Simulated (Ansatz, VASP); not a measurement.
**One calculation of TaTl, two programs**

```
CELL_PARAMETERS angstrom
3.62212 0.00000 0.00000
0.00000 3.62212 0.00000
0.00000 0.00000 3.62212
ATOMIC_POSITIONS crystal
Ta 0.00000 0.00000 0.00000
Tl 0.50000 0.50000 0.50000
```

The cell was built by a generator and needn't be a form met in nature.

Alike in both runs: task relaxation of cell and atoms; functional LDA; k mesh 5 × 5 × 5; occupations fermi-dirac, width 0.05 eV; spin-orbit coupling, no magnetisation.

|  | VASP | Ansatz |
| --- | --- | --- |
| version | VASP 6.6.1 | Ansatz 0.2.0 |
| potentials or method | VASP PAW LDA potentials, release 64 (Ta_pv, Tl_d) | Ansatz PAW |
| plane-wave cutoff (eV) | 600 | 420 |
| valence electrons in the cell | 24 | 26 |

|  | VASP | Ansatz | Ansatz less VASP |
| --- | --- | --- | --- |
| gap on the k mesh at the Fermi level, each at its own relaxed structure (eV) | none | none | - |
| relaxed volume (Å³/atom) | 19.15 | 19.01 | -0.145 |
| relaxed cell length with the largest relative difference (Å) | 3.371 | 3.362 | -0.0085 |
| energy change over the relaxation (meV/atom) | -348 | -375 | -26.6 |

A gap of «none» marks a metal or a gap that the smearing closes. The two sets of potentials don't hold the same shells in valence.

Caveats: the volume moved by over 15 % at a fixed basis, so the end points are rough; the plane-wave basis is chosen anew once the cell has moved, so the energies of steps on either side of that aren't comparable (Ansatz); the PAW data sets come from PBE, with cores solved anew for the run's functional, which leaves a small shift of forces and pressure (Ansatz).
